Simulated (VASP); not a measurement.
The system is Al2GaP3.

```xyz
6
Lattice="-1.9300 5.7900 2.7300 1.9300 -5.7900 2.7300 1.9300 5.7900 -2.7300" Properties=species:S:1:pos:R:3 pbc="T T T"
Al    0.0000    7.7204    0.0000
Al    0.0000    3.8596    0.0000
Ga    0.0000    0.0000    0.0000
P     0.0000    5.7900    1.3650
P     1.9300    3.8596   -1.3650
P     0.0000    1.9304    1.3650
```

The cell was built by a generator and needn't be a form met in nature.

```yaml
Program: VASP 6.6.1
Task: relaxation of cell and atoms
Functional: PBE
Potentials_or_basis: VASP PAW PBE potentials, release 64 (Al, Ga_d, P)
Cutoff: 520 eV
k_mesh: 4 × 4 × 4
Occupations: gaussian, width 0.15 eV
Spin: no spin polarisation
```

At the start: pressure 2.3 GPa; volume 20.34 Å³/atom.

Task: How do energy, volume and symmetry change on relaxing?

Result: Over 3 steps the energy falls by 3.9 meV/atom and the volume is 20.89 Å³/atom (+2.7 %); space group Imm2 (No. 44, to 0.05 Å).

The path:
| step | energy change (eV) | largest force (eV/Å) | pressure (GPa) | volume (Å³) |
| --- | --- | --- | --- | --- |
| 1 | 0.0000 | 0.0691 | 2.33 | 122.03 |
| 2 | -0.0157 | 0.0520 | -1.73 | 127.33 |
| 3 | -0.0235 | 0.0533 | -0.09 | 125.36 |

Final structure:
```cif
data_structure
_symmetry_space_group_name_H-M 'P 1'
_symmetry_Int_Tables_number 1
_cell_length_a 6.7432
_cell_length_b 6.7432
_cell_length_c 6.7432
_cell_angle_alpha 146.368
_cell_angle_beta 60.025
_cell_angle_gamma 131.837
_cell_volume 125.36
loop_
_atom_site_label
_atom_site_type_symbol
_atom_site_fract_x
_atom_site_fract_y
_atom_site_fract_z
_atom_site_occupancy
Al1 Al 0.66661 0.99995 0.66666 1
Al2 Al 0.33329 0.99995 0.33334 1
Ga1 Ga 0.99996 0.99996 0.00000 1
P1 P 0.74961 0.24961 0.50000 1
P2 P 0.08350 0.25026 0.83324 1
P3 P 0.41703 0.25026 0.16676 1
```

Caveat: the k mesh is coarse (spacing up to 0.50 Å⁻¹), so the values aren't converged.
